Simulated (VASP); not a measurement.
Data:

```
CELL_PARAMETERS angstrom
      3.58647     0.00000     0.00000
      0.00000     3.58647     0.00000
      0.00000     0.00000    10.15932
ATOMIC_POSITIONS crystal
  Zn 0.00000 0.00000 0.00000
  Zn 0.50000 0.50000 0.50000
  Cl 0.50000 0.00000 0.13255
  Cl 0.50000 0.00000 0.63255
  Cl 0.00000 0.50000 0.36745
  Cl 0.00000 0.50000 0.86745
```

Method: LDA (Ceperley-Alder, Perdew-Zunger), VASP's LDA PAW potentials (set 64) (plane waves; VASP 6.6.1). Settings: 400 eV cut-off, 8×8×3 Γ-centred mesh, Gaussian smearing of 0.010 eV, potentials Zn Cl.

**Question.** The job: ZnCl2 (space group P4_2/nmc), 6 atoms, LDA, optics run with many empty bands, 400 eV, 8×8×3 Γ-centred mesh. Roughly how much core time does it take on a busy server core?

**Answer.** About 2 core-minutes (one run on a shared machine, a rough figure). It had 30 irreducible k-points, 93 bands, up to 2416 plane waves and 14 electronic steps.

The structure comes from a computed database's ZnCl2 entry (P4_2/nmc); how it stands against other phases isn't given here. It was relaxed first, which changed the volume by -12 %.
